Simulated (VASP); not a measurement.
Data:

```
CELL_PARAMETERS angstrom
      2.14390    -3.71335     0.00000
      2.14390     3.71335     0.00000
      0.00000     0.00000     6.96392
ATOMIC_POSITIONS crystal
  Cd 0.66667 0.33333 0.50000
  Cd 0.33333 0.66667 0.00000
  S  0.66667 0.33333 0.87700
  S  0.33333 0.66667 0.37700
```

Level of theory: PW91 GGA, VASP's PBE PAW potentials (set 64) (plane waves; VASP 6.6.1). Numerical set-up: 520 eV cut-off, 6×6×4 Γ-centred mesh, Gaussian smearing of 0.050 eV, potentials Cd S.

**Question.** Give the stress tensor in GPa (positive for a compressed cell).

**Answer.** 
```
-2.79   0.00   0.00
 0.00  -2.79   0.00
 0.00   0.00  -2.71
```
The pressure is its mean diagonal, -2.77 GPa.

The compound is CdS in the wurtzite structure. This cell is one point of a volume scan, at 1.06 of the reference volume.
